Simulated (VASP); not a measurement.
Data:

```
CELL_PARAMETERS angstrom
     -1.32233     1.32233     4.32658
      1.32233    -1.32233     4.32658
      1.32233     1.32233    -4.32658
ATOMIC_POSITIONS crystal
  Fe 0.33863 0.33863 0.00000
  Fe 0.66137 0.66137 0.00000
  Si 0.00000 0.00000 0.00000
```

Calculation: LDA (Ceperley-Alder, Perdew-Zunger), VASP's LDA PAW potentials (set 64) (plane waves; VASP). Run with 400 eV cut-off, 18×18×18 Γ-centred mesh, tetrahedra with Blöchl corrections, potentials Fe Si.

The cores are frozen, which limits the accuracy of field gradients. The run has a spin-polarised start.

Problem. Give the principal components of the electric field gradient (V/Å²) and the asymmetry η at each nucleus.

Solution. 
```json
[
 {"atom": "Fe1", "Vxx": "-0.8", "Vyy": "-0.8", "Vzz": "1.6", "η": "0.00"},
 {"atom": "Fe2", "Vxx": "-0.8", "Vyy": "-0.8", "Vzz": "1.6", "η": "0.00"},
 {"atom": "Si3", "Vxx": "9.4", "Vyy": "9.4", "Vzz": "-18.8", "η": "0.00"}
]
```

The structure comes from a computed database's Fe2Si entry (I4/mmm); how it stands against other phases isn't given here. It was relaxed first, which changed the volume by -6 %.
